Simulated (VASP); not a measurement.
Input for VASP

File POSCAR:
```
InP
1
    0.0000000000     2.9936562409     2.9937224001
    2.9936854494     0.0000000000     2.9937310544
    2.9936738787     2.9937055849     0.0000000000
In P
1 1
Direct
  0.0000000000   0.0000000000   0.0000000000
  0.2500000000   0.2500000000   0.2500000000
```

INCAR:
```
SYSTEM = InP
PREC = Accurate
ENCUT = 400
EDIFF = 1E-6
NELM = 100
ALGO = Normal
LREAL = .FALSE.
LASPH = .TRUE.
ISMEAR = 0
SIGMA = 0.05
GGA = PE
LMAXMIX = 4
LWAVE = .FALSE.
LCHARG = .FALSE.
ISIF = 2
```

### KPOINTS
```
Automatic mesh
0
Gamma
6 6 6
0 0 0
```

POTCAR, in this order: In_d P (PBE.64 set). Program: vasp_std.

Output

File standard output:
```
 POSCAR found type information on POSCAR InP
 POSCAR found :  2 types and       2 ions
 Reading from existing POTCAR
 Reading from existing POTCAR

 -----------------------------------------------------------------------------
|                                                                             |
|           W    W    AA    RRRRR   N    N  II  N    N   GGGG   !!!           |
|           W    W   A  A   R    R  NN   N  II  NN   N  G    G  !!!           |
|           W    W  A    A  R    R  N N  N  II  N N  N  G       !!!           |
|           W WW W  AAAAAA  RRRRR   N  N N  II  N  N N  G  GGG   !            |
|           WW  WW  A    A  R   R   N   NN  II  N   NN  G    G                |
|           W    W  A    A  R    R  N    N  II  N    N   GGGG   !!!           |
|                                                                             |
|     Inconsistent Bravais lattice types found for crystalline and            |
|     reciprocal lattice:                                                     |
|                                                                             |
|        Crystalline: body-centered tetragonal                                |
|        Reciprocal : face-centered orthorhombic                              |
|                    (instead of body-centered tetragonal)                    |
|                                                                             |
|     In most cases this is due to inaccuracies in the specification of       |
|     the crytalline lattice vectors.                                         |
|                                                                             |
|     Suggested SOLUTIONS:                                                    |
|      ) Refine the lattice parameters of your structure,                     |
|      ) and/or try changing SYMPREC.                                         |
|                                                                             |
 -----------------------------------------------------------------------------

 LDA part: xc-table for (Slater+PW92), standard interpolation

 -----------------------------------------------------------------------------
|                                                                             |
|     EEEEEEE  RRRRRR   RRRRRR   OOOOOOO  RRRRRR      ###     ###     ###     |
|     E        R     R  R     R  O     O  R     R     ###     ###     ###     |
|     E        R     R  R     R  O     O  R     R     ###     ###     ###     |
|     EEEEE    RRRRRR   RRRRRR   O     O  RRRRRR       #       #       #      |
|     E        R   R    R   R    O     O  R   R                               |
|     E        R    R   R    R   O     O  R    R      ###     ###     ###     |
|     EEEEEEE  R     R  R     R  OOOOOOO  R     R     ###     ###     ###     |
|                                                                             |
|     IBZKPT: not all point group operations associated with the symmetry     |
|     operators of the crystalline lattice are members of the point group     |
|     of the reciprocal lattice.                                              |
|                                                                             |
|       ---->  I REFUSE TO CONTINUE WITH THIS SICK JOB ... BYE!!! <----       |
|                                                                             |
 -----------------------------------------------------------------------------
```

Task: From input and log, find the fault in this run and mend it.

Result: The cause: the lattice vectors carry noise near SYMPREC. VASP stops with an error: IBZKPT: not all point group operations associated with the symmetry operators of the crystalline lattice are members of the point group of the reciprocal lattice. ----> I REFUSE TO CONTINUE WITH THIS SICK JOB ... BYE!!! <---- To mend it, correct POSCAR.
### POSCAR
```
InP
1
    0.0000000000     2.9937000000     2.9937000000
    2.9937000000     0.0000000000     2.9937000000
    2.9937000000     2.9937000000     0.0000000000
In P
1 1
Direct
  0.0000000000   0.0000000000   0.0000000000
  0.2500000000   0.2500000000   0.2500000000
```
The mended run (PBE GGA, plane waves, VASP's PBE PAW potentials (set 64)) converges, and its OSZICAR ends with
```
   1 F= -.83935495E+01 E0= -.83935495E+01  d E =-.107261E-08
```

The compound is InP in the zinc blende structure. The cell was not relaxed at this level.
